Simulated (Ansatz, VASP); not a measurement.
# C (Diamond): VASP beside Ansatz

Aim: how closely do two programs agree when they are given the same cell, functional and k mesh?

Main program and level: Ansatz 0.2.0; plane waves, with VASP 6.6.1 beside it; single point at HSE06.

## 1. The starting structure

It takes space group Fd-3m (No. 227, cubic). The conventional cell has a = 3.567 Å, b = 3.567 Å, c = 3.567 Å, α = 90.00°, β = 90.00°, γ = 90.00°. Nearest to C lie 4 C at 1.54 Å.

As a file:

```cif
data_structure
_symmetry_space_group_name_H-M 'Fd-3m:1'
_symmetry_Int_Tables_number 227
_cell_length_a 3.5667
_cell_length_b 3.5667
_cell_length_c 3.5667
_cell_angle_alpha 90.000
_cell_angle_beta 90.000
_cell_angle_gamma 90.000
_cell_volume 45.37
loop_
_atom_site_label
_atom_site_type_symbol
_atom_site_symmetry_multiplicity
_atom_site_Wyckoff_symbol
_atom_site_fract_x
_atom_site_fract_y
_atom_site_fract_z
_atom_site_occupancy
C1 C 8 a 0.25000 0.25000 0.25000 1
```

## 2. VASP: single point, HSE06

A single point gives forces, pressure and levels at one fixed geometry, so differences don't come from the geometry; what else differs is listed under the comparison.

Lines of VASP's logs that name or quote its potential files are left out, and so is its time.

The run reads the wave functions of an earlier VASP run, which isn't shown here.

INCAR

```
SYSTEM = C
PREC = Accurate
ENCUT = 440
EDIFF = 1E-08
NELM = 100
ISMEAR = 0
SIGMA = 0.01
LREAL = .FALSE.
ALGO = Normal
LHFCALC = .TRUE.
AEXX = 0.25
GGA = PE
HFSCREEN = 0.2
LASPH = .TRUE.
NBANDS = 10
PRECFOCK = Fast
LORBIT = 11
LWAVE = .TRUE.
LCHARG = .FALSE.
KPAR = 8
```

POSCAR

```
C
1.0
    0.0000000000      1.7833700000      1.7833700000
    1.7833700000      0.0000000000      1.7833700000
    1.7833700000      1.7833700000      0.0000000000
C
2
Direct
    0.7500000000      0.7500000000      0.7500000000
    0.5000000000      0.5000000000      0.5000000000
```

KPOINTS

```
Automatic mesh
0
Gamma
6 6 6
0 0 0
```

The projector-augmented-wave data sets are C_GW (PBE family, release 64).

On the command line:

```sh
mpirun -np 8 vasp_std
```

Numbers of over 12 decimals in the logs are rounded to 6 here.

The log of the run:

```text
[banner, memory and clock lines left out]
running    8 mpi-ranks, on    1 nodes
 distrk:  each k-point on    1 cores,    8 groups
 distr:  one band on    1 cores,    1 groups

 POSCAR found type information on POSCAR C
 POSCAR found :  1 types and       2 ions
|                                                                             |
|           W    W    AA    RRRRR   N    N  II  N    N   GGGG   !!!           |
|           W    W   A  A   R    R  NN   N  II  NN   N  G    G  !!!           |
|           W    W  A    A  R    R  N N  N  II  N N  N  G       !!!           |
|           W WW W  AAAAAA  RRRRR   N  N N  II  N  N N  G  GGG   !            |
|           WW  WW  A    A  R   R   N   NN  II  N   NN  G    G                |
|           W    W  A    A  R    R  N    N  II  N    N   GGGG   !!!           |
|                                                                             |
|     For optimal performance we recommend to set                             |
|       NCORE = 2 up to number-of-cores-per-socket                            |
|     NCORE specifies how many cores store one orbital (NPAR=cpu/NCORE).      |
|     This setting can greatly improve the performance of VASP for DFT.       |
|     The default, NCORE=1 might be grossly inefficient on modern             |
|     multi-core architectures or massively parallel machines. Do your        |
|     Unfortunately you need to use the default for GW and RPA                |
|     calculations (for HF NCORE is supported but not extensively tested      |
|     yet).                                                                   |
|                                                                             |

 LDA part: xc-table for (Slater+PW92), standard interpolation
 found WAVECAR, reading the header
 POSCAR, INCAR and KPOINTS ok, starting setup
 FFT: planning ... GRIDC
 FFT: planning ... GRID_SOFT
 FFT: planning ... GRID
 reading WAVECAR
 the WAVECAR file was read successfully
 initial charge from wavefunction
 entering main loop
       N       E                     dE             d eps       ncg     rms          rms(c)
DAV:   1    -0.210787628925E+02   -0.21079E+02   -0.30164E-01   428   0.645E+00    0.349E-01
DAV:   2    -0.210790173682E+02   -0.25448E-03   -0.13765E-03   350   0.290E-01    0.218E-01
DAV:   3    -0.210783997739E+02    0.61759E-03   -0.37538E-04   350   0.219E-01    0.122E-01
DAV:   4    -0.210782319614E+02    0.16781E-03   -0.12012E-04   434   0.131E-01    0.684E-02
DAV:   5    -0.210781866733E+02    0.45288E-04   -0.29276E-05   458   0.666E-02    0.388E-02
DAV:   6    -0.210781735440E+02    0.13129E-04   -0.70777E-06   450   0.342E-02    0.222E-02
DAV:   7    -0.210781697325E+02    0.38115E-05   -0.17187E-06   462   0.174E-02    0.128E-02
DAV:   8    -0.210781686151E+02    0.11174E-05   -0.44930E-07   446   0.915E-03    0.742E-03
DAV:   9    -0.210781682950E+02    0.32014E-06   -0.12229E-07   454   0.486E-03    0.432E-03
DAV:  10    -0.210781682012E+02    0.93713E-07   -0.35317E-08   360   0.263E-03    0.252E-03
DAV:  11    -0.210781681936E+02    0.76185E-08   -0.10042E-08   166   0.146E-03
   1 F= -.21078168E+02 E0= -.21078168E+02  d E =-.603024-121
 writing wavefunctions
```

Parts of OUTCAR (step 2):

```text
ion  position               nearest neighbor table
   1  0.750  0.750  0.750-   2 1.54   2 1.54   2 1.54   2 1.54
   2  0.500  0.500  0.500-   1 1.54   1 1.54   1 1.54   1 1.54

  LATTYP: Found a face centered cubic cell.
 ALAT       =     3.5667400000

 Subroutine GETGRP returns: Found 48 space group operations
 (whereof 24 operations were pure point group operations)

The static configuration has the point symmetry T_d .
 The point group associated with its full space group is O_h .

 Found     16 irreducible k-points:

   k-points           NKPTS =     16   k-points in BZ     NKDIM =    216   number of bands    NBANDS=     10

   dimension x,y,z NGX =    18 NGY =   18 NGZ =   18
   dimension x,y,z NGXF=    36 NGYF=   36 NGZF=   36

   ENCUT  =  440.0 eV  32.34 Ry    5.69 a.u.   4.31  4.31  4.31*2*pi/ulx,y,z

   NELECT =       8.0000    total number of electrons

 k-points in reciprocal lattice and weights: Automatic mesh
   0.00000000  0.00000000  0.00000000       0.005
   0.16666667  0.00000000  0.00000000       0.037
   0.33333333  0.00000000  0.00000000       0.037
   0.50000000  0.00000000  0.00000000       0.019
   0.16666667  0.16666667  0.00000000       0.028
   0.33333333  0.16666667  0.00000000       0.111
   0.50000000  0.16666667  0.00000000       0.111
  -0.33333333  0.16666667  0.00000000       0.111
  -0.16666667  0.16666667  0.00000000       0.056
[...]
-0.33333333  0.33333333  0.16666667       0.111
  -0.33333333  0.50000000  0.16666667       0.056

  exchange ACFDT corr.  =         0.00000000  see jH, gK, PRB 81, 115126

 average (electrostatic) potential at core
       1 -41.7880       2 -41.7880

 E-fermi :   9.2922

 k-point     1 :       0.0000    0.0000    0.0000
  band No.  band energies     occupation
      1     -14.4041      2.00000
      2       9.1280      2.00000
      3       9.1280      2.00000
      4       9.1280      2.00000
      5      16.1314      0.00000
      6      16.1314      0.00000
      7      16.1314      0.00000
      8      24.4067      0.00000
      9      30.0054      0.00000
    ...

 k-point     2 :       0.1667    0.0000    0.0000
  band No.  band energies     occupation
      1     -13.5746      2.00000
      2       5.0552      2.00000
      3       8.0362      2.00000
      4       8.0362      2.00000
      5      17.5767      0.00000
      6      17.5767      0.00000
      7      17.9985      0.00000
      8      25.1056      0.00000
      9      31.1388      0.00000
    ...

 k-point     3 :       0.3333    0.0000    0.0000
  band No.  band energies     occupation
      1     -11.1407      2.00000
      2      -1.1445      2.00000
      3       6.6095      2.00000
      4       6.6095      2.00000
      5      19.0141      0.00000
      6      19.0141      0.00000
      7      19.2107      0.00000
      8      26.4169      0.00000
      9      31.9352      0.00000
    ...

  energy-cutoff  :      440.00
  volume of cell :       11.34
      direct lattice vectors                 reciprocal lattice vectors
     0.000000000  1.783370000  1.783370000    -0.280368067  0.280368067  0.280368067
     1.783370000  0.000000000  1.783370000     0.280368067 -0.280368067  0.280368067
     1.783370000  1.783370000  0.000000000     0.280368067  0.280368067 -0.280368067

 POSITION                                       TOTAL-FORCE (eV/Angst)
 -----------------------------------------------------------------------------------
      2.67505      2.67505      2.67505         0.000000      0.000000      0.000000
      1.78337      1.78337      1.78337        -0.000000     -0.000000     -0.000000
 -----------------------------------------------------------------------------------
    total drift:                               -0.000000     -0.000000     -0.000000

  FREE ENERGIE OF THE ION-ELECTRON SYSTEM (eV)
  ---------------------------------------------------
  free  energy   TOTEN  =       -21.0781681936 eV

  energy  without entropy=      -21.0781681936  energy(sigma->0) =      -21.07816819

 total charge
# of ion       s       p       d       tot
------------------------------------------
    1        0.801   1.706   0.000   2.508
    2        0.801   1.706   0.000   2.508
--------------------------------------------------
tot          1.603   3.413   0.000   5.015

[... 3 further parts left out ...]
```

## 3. Ansatz: single point, HSE06

Ansatz runs on its default PAW (the set named soft_2) files.

The same cell, functional, mesh and smearing now go to Ansatz, which takes its cutoff from its data sets.

input.yaml

```yaml
crystal:
  lattice:
    - [0.0, 1.78337, 1.78337]
    - [1.78337, 0.0, 1.78337]
    - [1.78337, 1.78337, 0.0]
  atoms:
    - { symbol: C, position: [0.75, 0.75, 0.75] }
    - { symbol: C, position: [0.5, 0.5, 0.5] }
hamiltonian:
  xc: { exchange: pbe, correlation: pbe, exx: { coeff: 0.25, omega: 0.2 } }
  pseudopotentials: { kind: paw }
kpoints:
  mp_grid: { grid: [6, 6, 6] }
scf:
  occupations: { method: gaussian, width: 0.01 }
  n_extra_bands: 4
output:
  forces: true
  stress: true
  eigenvalues: true
```

On the command line:

```sh
ansatz run input.yaml --threads 4 --pin off --max-ram 9216MiB --backend cpu --events-out ev --progress --plain --runs-dir out
```

The log of the run:

```text
Warning: output.stress: scf.convergence.dr2_threshold = 1e-7 eV (the SCF's general default) is looser than the 2e-10 eV advised for a printed stress (1e-10 eV for each atom of the cell: 2). What an SCF threshold leaves in a stress goes as its square root, and in the free energy as the threshold itself, and one threshold admits the most on a small cell: [figures from the program's tests cut] Set scf.convergence.dr2_threshold to 2e-10 eV or tighter. The threshold is an SCF's pass mark: one that does not reach it within its budget of iterations ends unconverged, or closes short of it on a stop that the run arms, and scf.convergence.dr2_threshold's page says what that costs each kind of run
Warning: output.stress: scf.exx.energy_threshold = 1e-6 eV is looser than the 2e-8 eV advised for a stress under a hybrid functional (1e-8 eV for each atom of the cell: 2). Every SCF of the exchange loop can meet its threshold on dr2 while the loop round them stops early: no threshold on dr2 bounds what that leaves in the stress. Set scf.exx.energy_threshold to 2e-8 eV or tighter. The threshold is the loop's pass mark: a loop that does not reach it within its budget of cycles ends unconverged, and scf.exx.energy_threshold's page has the law
scf.n_extra_bands = 4 over 4 filled bands (N_el = 8.0): the run solves 8 bands
Engine: ansatz 0.2.0, aarch64-unknown-linux-gnu
Pseudopotentials: kind: paw
Pseudopotential: C, paw, valence charge 4, recommended cutoff 420 eV (normal), C.paw.azcp
Functional definition: unnamed
  parameter a_1 = 0.25
  parameter omega_1 = 0.2/angstrom
  exchange = pbe_x + (-a_1)*pbe_x_sr(omega_1) + a_1*exact_x_sr(omega_1)
  correlation = pbe_c
Crystal: 2 atoms, lattice volume = 11.344 Å³
Basis set: ecut = 420 eV, 229 PW (Γ), exchange–correlation on 36×36×36 points (8 copies of the dense FFT grid, shifted against one another)
Bands: 8, of which v1, the nominal top of the filled ones, is band 4 counted from 1 (3 counted from 0)
Symmetry: 48 space group operations
Space group: Fd-3m (ITA 227), of the structure as read, at distance tolerance 2.2e-5 Å
k-points: 16 of 216
Non-local potential: C, projectors of the file, l = 0: 2, l = 1: 2, l = 2: 1
PAW form: soft (Blöchl's): semilocal exchange-correlation on the pseudo side does not see the compensation charge
PAW frozen core: C, regenerated for the run's functional, and the local potential with it (the file was generated under x = pbe(κ = 0.804, μ = 0.219515), c = pbe(β = 0.066725))
PAW one-centre angular grid: C, 110 points (default); XC on 64 Gauss nodes
Initial density: superposition of atomic densities (neutral atoms: chi_scale 0, normalization atom), corrected by the library's trained network
Initial wavefunctions: pseudopotential atomic-orbital guess
Functional: x = pbe(κ = 0.804, μ = 0.219515), c = pbe(β = 0.066725), warm-up for x = pbe(κ = 0.804, μ = 0.219515) + 0.25 (exact − pbe) at short range (hse, ω = 0.2 Å⁻¹), c = pbe(β = 0.066725)
SCF iter   1: F=—  HF=-501.605875 eV  |F-HF|=—  |Δ(HF+E_count)|=         —  Δρ=1.78e-3  dr2=1.20e-4  ethr=1.77e-3  ⟨swp⟩=2.0  Hψ=802  notcnv=0
preconditioner: auto → none  [insulator: Δε(μ)=4.166 eV  Ē_g=19.637 eV  σ=0.010 eV  W_gap=1.00  n_scr=0 (ndim 8)  ℏωp=31.2 eV  f_vac=0.000  D(μ)=0.00/eV (n_scr^D=0)]
SCF iter   2: F=-501.606042 eV  HF=-501.605997 eV  |F-HF|=4.57e-5  |Δ(HF+E_count)|=   1.21e-4  Δρ=8.54e-4  dr2=2.21e-5  ethr=1.50e-6  ⟨swp⟩=2.3  Hψ=252  notcnv=0
SCF 1 stopped early in 2 iterations: F = -501.606042 eV  dr2 = 2.21e-5
  greatest PAW one-centre occupation: 0.643 electrons in one spin orbital (limit 2), on the C atom at site 1 (counted from 0), in its partial waves of l = 0
Initial density: handed on by an earlier stage of this run
Initial wavefunctions: those handed on with the density
Functional: x = pbe(κ = 0.804, μ = 0.219515) + 0.25 (exact − pbe) at short range (hse, ω = 0.2 Å⁻¹), c = pbe(β = 0.066725)
Exchange kernel: α = 0.2500, screened, ω = 0.2000 Å⁻¹, Wigner–Seitz truncation, v(0) = 1091.0113 eV·Å³, q-mesh 6×6×6, nearest image of the exchange supercell L = 15.13 Å, pair-density grid 12×12×12, without the augmentation charges, whose exchange is taken in its separable form by FFT convolution over the k-point mesh (sized by the pseudopotential files, 15×15×15 at the most), smooth part of the exact exchange by density-matrix convolution
Frozen-core exchange: fock
SCF iter   1: F=—  HF=-501.757675 eV  |F-HF|=—  |Δ(HF+E_count)|=         —  Δρ=9.97e-3  dr2=4.60e-3  ethr=2.77e-6  ⟨swp⟩=5.3  Hψ=582  notcnv=0
preconditioner: auto → none  [insulator: Δε(μ)=5.290 eV  Ē_g=22.234 eV  σ=0.010 eV  W_gap=1.00  n_scr=0 (ndim 8)  ℏωp=31.2 eV  f_vac=0.000  D(μ)=0.00/eV (n_scr^D=0)]
SCF iter   2: F=—  HF=-501.755887 eV  |F-HF|=—  |Δ(HF+E_count)|=   1.79e-3  Δρ=4.23e-3  dr2=7.47e-4  ethr=2.77e-6  ⟨swp⟩=3.1  Hψ=381  notcnv=0
SCF iter   3: F=—  HF=-501.757430 eV  |F-HF|=—  |Δ(HF+E_count)|=   1.54e-3  Δρ=8.93e-4  dr2=2.69e-5  ethr=2.77e-6  ⟨swp⟩=3.2  Hψ=349  notcnv=0
iter 4 solved again at ethr=9.09e-9 eV; its pass at ethr=3.12e-7 eV (dr2=7.27e-7 eV) is discarded
SCF iter   4: F=—  HF=-501.757420 eV  |F-HF|=—  |Δ(HF+E_count)|=   9.89e-6  Δρ=1.46e-4  dr2=2.02e-6  ethr=9.09e-9  ⟨swp⟩=2.0  Hψ=393  notcnv=0
SCF iter   5: F=-501.757433 eV  HF=-501.757433 eV  |F-HF|=1.96e-7  |Δ(HF+E_count)|=   1.29e-5  Δρ=7.19e-5  dr2=3.66e-7  ethr=8.97e-9  ⟨swp⟩=3.1  Hψ=261  notcnv=0
SCF 2 stopped early in 5 iterations: F = -501.757433 eV  dr2 = 3.66e-7
  greatest PAW one-centre occupation: 0.646 electrons in one spin orbital (limit 2), on the C atom at site 1 (counted from 0), in its partial waves of l = 0
hybrid outer 1: dexx = +2.033e-3 eV, tail = 9.58e-6 eV
Exchange kernel: α = 0.2500, screened, ω = 0.2000 Å⁻¹, Wigner–Seitz truncation, v(0) = 1091.0113 eV·Å³, q-mesh 6×6×6, nearest image of the exchange supercell L = 15.13 Å, pair-density grid 12×12×12, without the augmentation charges, whose exchange is taken in its separable form by FFT convolution over the k-point mesh (sized by the pseudopotential files, 15×15×15 at the most), smooth part of the exact exchange by density-matrix convolution
Frozen-core exchange: fock
SCF iter   1: F=—  HF=-501.757473 eV  |F-HF|=—  |Δ(HF+E_count)|=         —  Δρ=7.60e-5  dr2=3.30e-7  ethr=5.99e-7  ⟨swp⟩=3.0  Hψ=307  notcnv=0
preconditioner: auto → none  [insulator: Δε(μ)=5.349 eV  Ē_g=22.239 eV  σ=0.010 eV  W_gap=1.00  n_scr=0 (ndim 8)  ℏωp=31.2 eV  f_vac=0.000  D(μ)=0.00/eV (n_scr^D=0)]
SCF iter   2: F=—  HF=-501.757473 eV  |F-HF|=—  |Δ(HF+E_count)|=   7.46e-8  Δρ=1.55e-5  dr2=1.27e-8  ethr=3.36e-9  ⟨swp⟩=3.0  Hψ=243  notcnv=0
SCF iter   3: F=-501.757473 eV  HF=-501.757473 eV  |F-HF|=3.16e-9  |Δ(HF+E_count)|=   9.37e-8  Δρ=8.51e-6  dr2=4.72e-9  ethr=4.92e-11  ⟨swp⟩=3.5  Hψ=321  notcnv=0
SCF 3 converged in 3 iterations: F = -501.757473 eV  dr2 = 4.72e-9
  Residual-converged pass: ⟨swp⟩=2.0  Hψ=192  notcnv=0  max |occ|·‖R‖ = 2.1e-6 eV (tolerance 2.4e-6 eV)  dr2=4.71e-9  dr2_onsite=2.17e-10  max |Δocc| = 0.0e0
hybrid outer 2: dexx = +1.612e-7 eV, tail = 1.38e-8 eV, Δε = 3.05e-3 eV (about 1.17e-4 eV left of the loop's levels)
hybrid SCF converged: 2 outer / 8 inner (+2 warm-up), last move |dexx| = 1.61e-7 eV, tail = 1.38e-8 eV
Stability not checked: this state was not tested for a lower state beside it, because the functional holds exact exchange (a hybrid, or Hartree-Fock), whose exchange loop this test does not read (fock_operator; see scf.lower_state_search)
Free energy (F): -501.757473 eV
Frozen-core exchange: fock
Harris-Foulkes:  -501.757473 eV  (|F-HF|=3.16e-9)
Internal energy: -501.757473 eV  (E = F + TS)
E sigma→0 (E₀):  -501.757473 eV
Fermi energy:    15.359263 eV
--- Per-component energies (eV) ---
  E_band       = 22.726104
  E_kinetic    = 184.061249
  E_local      = -120.683804  (includes V_loc(G=0)·N_el)
  E_nonlocal   = 52.213115
  E_hartree    = 26.474372
  E_xc         = -78.797091
  E_vxc        = -96.848334  (∫ρ·V_xc dr)
  E_exx        = -18.421153  (= α·E_x^exact, valence–valence)
  E_paw        = -198.608357  (= ΣΔE_a)
  E_vpaw       = -12.123060  (= ΣTr[D̂ρ^β])
  E_aug_tail   = 0.000017  (compensation charges beyond the density's cutoff)
  E_ewald      = -347.961363
  E_core_change = -0.034457  (= ΣΔE_core)
  E_smearing   = -0.000000  (= −TS)
  E_closure    = 0.000000  (closes the sum)
  Σ components = -501.757473   (vs F -501.757473, Δ=0.00e0)
--- Forces (eV/Å), atoms counted from 1 ---
  atom   1  C     -0.00000000     0.00000000    -0.00000000
  atom   2  C      0.00000000     0.00000000    -0.00000000
  max |Σ_I F_I| component: 7.86e-17 eV/Å
--- Stress (GPa, compression-positive) ---
       -8.171708       0.000000      -0.000000
       -0.000000      -8.171708      -0.000000
       -0.000000      -0.000000      -8.171708
  P = ⅓ Tr σ = -8.1717 GPa (-81.717 kbar)
--- Band table (eV; the first three rows and the last of 16) ---
  k-point 0: bands = ["-10.8480", "12.6849", "12.6849", "12.6849", "19.6890", "19.6890", "19.6890", "27.9332"]
  k-point 1: bands = ["-10.0186", "8.6020", "11.5872", "11.5872", "21.1318", "21.1318", "21.5493", "28.6321"]
  k-point 2: bands = ["-7.5846", "2.4093", "10.1527", "10.1527", "22.5703", "22.5703", "22.7603", "29.9450"]
  k-point 15: bands = ["-0.8103", "-0.8103", "4.1943", "4.1943", "22.3385", "22.3385", "29.3202", "29.3202"]
```

Elapsed: 1.7 s, on 4 threads of Arm Neoverse V1, shared host; peak memory 0.36 GiB.

The run ends at a pressure of -8.17 GPa.

## 4. Side by side

Known differences besides the potentials themselves: exact exchange at q = 0 is treated differently, which shows on coarse meshes; VASP keeps PBE cores, Ansatz makes them for the functional; the cutoff is 420 eV in Ansatz and 440 eV in VASP; VASP takes a coarser grid for exact exchange (PRECFOCK = Fast). Total energies have different zeros and are not compared.

The two programs side by side:

```
              quantity  Ansatz   VASP  difference
gap on the k mesh (eV)   5.349  5.346      +0.003
```

A gap on the mesh is an upper bound, since the band edges may lie between its points.

## 5. What came out

* difference in gap on the k mesh (single point, HSE06): 0.0030 eV

**Reading.** The difference in gap on the k mesh is 0.0030 eV (single point, HSE06), within the 0.08 eV picked in this series as the mark of a large difference. How closely two codes agree says nothing of how well the functional describes the real material.

[Lines on the potential files, build, host, timing and source positions are cut from VASP's logs without a mark.]

[Logs are printed without paths, hosts, clocks, repeated set-up lines and the standing remarks that a program may print on its own settings, such as how far it seeks lower states.]

[Hosts, paths, dates, database ids (printed as entryN), source tags and the programs' standing remarks are cut or masked in the printed files.]
